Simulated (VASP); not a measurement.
Wanted: the native input for a VASP 6.6.1 run.

| Quantity | Value |
| --- | --- |
| Task | single point |
| Functional | LDA |
| Potentials or basis | VASP PAW LDA potentials, release 64 (Pb_d) |
| Cutoff | 520 eV |
| k mesh | 13 × 13 × 13 |
| Occupations | fermi-dirac, width 0.1 eV |
| Spin | no spin polarisation |
| Dipole correction | no |
| Further INCAR settings | ALGO = Fast; EDIFF = 1e-07; NBANDS = 13 |

The structure of Pb lies in POSCAR:

```
Pb
1.0
   -1.9846036436      1.9846036436      1.9846036436
    1.9846036436     -1.9846036436      1.9846036436
    1.9846036436      1.9846036436     -1.9846036436
Pb
1
Direct
    0.0000000000      0.0000000000      0.0000000000
```

This isn't the form of Pb at room conditions, which is fcc.

These files were run (other wordings do the same):

INCAR

```
ALGO = Fast
EDIFF = 1E-7
ENCUT = 520
ISIF = 2
ISMEAR = -1
LASPH = True
LCHARG = False
LREAL = False
LWAVE = False
NBANDS = 13
NELM = 60
PREC = Accurate
SIGMA = 0.1
```

KPOINTS

```
k-points
0
Gamma
  13 13 13
```

Potentials or basis: VASP PAW LDA potentials, release 64 (Pb_d).

Run with:

```bash
$ cat potpaw_LDA.64/Pb_d/POTCAR > POTCAR
$ mpirun -np 1 vasp_std > vasp.out
```

Results of the run:

```json
{
 "Pressure": "-3.3 GPa",
 "Band gap on the k mesh": "none (metal or under the smearing width)"
}
```

Wall time 34 s on 1 thread of Intel(R) Xeon(R) Platinum 8259CL CPU @ 2.50GHz (Skylake/Cascade Lake) (shared host), peak memory 0.16 GiB.
